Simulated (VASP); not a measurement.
Method: PBEsol GGA, VASP's PBE PAW potentials (set 64) (plane waves; VASP).

The input files of a VASP run:

### INCAR
```
ALGO  =  Normal
EDIFF  =  1E-7
ENCUT  =  400
GGA  =  PS
ISIF  =  2
ISMEAR  =  -5
LASPH  =  .TRUE.
LCHARG  =  .TRUE.
LEFG  =  .TRUE.
LMAXMIX  =  4
LORBIT  =  11
LREAL  =  .FALSE.
LWAVE  =  .FALSE.
NEDOS  =  601
NELM  =  100
PREC  =  Accurate
SYSTEM  =  Cd3ZnS4
```

KPOINTS:
```
Automatic mesh
0
Gamma
5 5 5
0 0 0
```

### POSCAR
```
Cd3ZnS4
1.0
  5.7033022693   0.0000000000   0.0000000000
  0.0000000000   5.7033022693   0.0000000000
  0.0000000000   0.0000000000   5.7033022693
Zn S Cd
1 4 3
Cartesian
  0.0000000000   5.7033022693   5.7033022693
  1.3484200518   1.3484200518   1.3484200518
  4.3548822175   4.3548822175   1.3484200518
  4.3548822175   1.3484200518   4.3548822175
  1.3484200518   4.3548822175   4.3548822175
  2.8516511346   2.8516511346   5.7033022693
  2.8516511346   0.0000000000   2.8516511346
  0.0000000000   2.8516511346   2.8516511346
```

POTCAR, in this order: Zn S Cd (PBE.64 set). Program: vasp_std.

Output of the run:

### OSZICAR
```
       N       E                     dE             d eps       ncg     rms          rms(c)
DAV:   1     0.519918986472E+03    0.51992E+03   -0.30041E+04   860   0.137E+03
DAV:   2     0.195109541588E+02   -0.50041E+03   -0.48725E+03   916   0.368E+02
DAV:   3    -0.285677072433E+02   -0.48079E+02   -0.47718E+02   990   0.116E+02
DAV:   4    -0.298604012520E+02   -0.12927E+01   -0.12886E+01  1000   0.191E+01
DAV:   5    -0.298822918507E+02   -0.21891E-01   -0.21876E-01  1012   0.256E+00    0.161E+01
DAV:   6    -0.279401543924E+02    0.19421E+01   -0.43430E+00  1137   0.299E+01    0.122E+01
DAV:   7    -0.279943355753E+02   -0.54181E-01   -0.33632E+00   967   0.962E+00    0.568E+00
DAV:   8    -0.279514133550E+02    0.42922E-01   -0.61726E-01   974   0.684E+00    0.111E+00
DAV:   9    -0.279423972486E+02    0.90161E-02   -0.53150E-02   927   0.249E+00    0.283E-01
DAV:  10    -0.279427502707E+02   -0.35302E-03   -0.10848E-02   980   0.701E-01    0.167E-01
DAV:  11    -0.279427172556E+02    0.33015E-04   -0.15288E-03   938   0.342E-01    0.105E-01
DAV:  12    -0.279428165587E+02   -0.99303E-04   -0.23337E-04   923   0.792E-02    0.629E-02
DAV:  13    -0.279428172756E+02   -0.71688E-06   -0.30590E-05  1037   0.562E-02    0.226E-02
DAV:  14    -0.279428194294E+02   -0.21538E-05   -0.64903E-06   995   0.168E-02    0.121E-02
DAV:  15    -0.279428173501E+02    0.20794E-05   -0.96760E-06  1052   0.270E-02    0.140E-03
DAV:  16    -0.279428175214E+02   -0.17137E-06   -0.13089E-06   927   0.565E-03    0.249E-03
DAV:  17    -0.279428174891E+02    0.32323E-07   -0.19379E-08   493   0.112E-03
   1 F= -.27942817E+02 E0= -.27942817E+02  d E =0.000000E+00
```

OUTCAR:
```
------------------------ aborting loop because EDIFF is reached ----------------------------------------
  FORCE on cell =-STRESS in cart. coord.  units (eV):
  Direction    XX          YY          ZZ          XY          YZ          ZX
  --------------------------------------------------------------------------------------
  Total        0.0371098      0.0371098      0.0371098      0.0000000      0.0000000      0.0000000
  in kB        0.3204938      0.3204938      0.3204938      0.0000000      0.0000000      0.0000000
  external PRESSURE =       0.3204938 kB  Pullay stress =       0.0000000 kB
  volume of cell :      185.52
      direct lattice vectors                 reciprocal lattice vectors
     5.703302269  0.000000000  0.000000000     0.175337016  0.000000000  0.000000000
     0.000000000  5.703302269  0.000000000     0.000000000  0.175337016  0.000000000
     0.000000000  0.000000000  5.703302269     0.000000000  0.000000000  0.175337016
 POSITION                                       TOTAL-FORCE (eV/Angst)
 -----------------------------------------------------------------------------------
      0.00000      0.00000      0.00000         0.000000     -0.000000      0.000000
      1.34842      1.34842      1.34842         0.009019      0.009019      0.009019
      4.35488      4.35488      1.34842        -0.009019     -0.009019      0.009019
      4.35488      1.34842      4.35488        -0.009019      0.009019     -0.009019
      1.34842      4.35488      4.35488         0.009019     -0.009019     -0.009019
      2.85165      2.85165      0.00000         0.000000     -0.000000      0.000000
      2.85165      0.00000      2.85165         0.000000      0.000000      0.000000
      0.00000      2.85165      2.85165        -0.000000     -0.000000      0.000000
 -----------------------------------------------------------------------------------
    total drift:                               -0.000000     -0.000000     -0.000000
  FREE ENERGIE OF THE ION-ELECTRON SYSTEM (eV)
  ---------------------------------------------------
  free  energy   TOTEN  =       -27.9428174891 eV

  energy  without entropy=      -27.9428174891  energy(sigma->0) =      -27.94281749

 total charge

# of ion       s       p       d       tot
------------------------------------------
    1        0.523   0.477   9.800  10.800
    2        1.316   2.386   0.000   3.702
    3        1.316   2.386   0.000   3.702
    4        1.316   2.386   0.000   3.702
    5        1.316   2.386   0.000   3.702
    6        0.436   0.340   9.555  10.331
    7        0.436   0.340   9.555  10.331
    8        0.436   0.340   9.555  10.331
--------------------------------------------------
tot          7.094  11.040  38.466  56.600

 Electric field gradients after diagonalization (V/A^2)
 (convention: |V_zz| > |V_xx| > |V_yy|)
----------------------------------------------------------------------
 ion       V_xx      V_yy      V_zz     asymmetry (V_yy - V_xx)/ V_zz
----------------------------------------------------------------------
   1       0.000     0.000    -0.000       0.334
   2      -6.956    -6.956    13.912       0.000
   3      -6.956    -6.956    13.912       0.000
   4      -6.956    -6.956    13.912       0.000
   5      -6.956    -6.956    13.912       0.000
   6     -16.296   -16.296    32.591       0.000
   7     -16.296   -16.296    32.591       0.000
   8     -16.296   -16.296    32.591       0.000
```
(Selected blocks of OUTCAR.)

The structure was generated: Cd3ZnS4 was put into an ordered model structure (P-43m), which need not be its known phase. It was relaxed first.
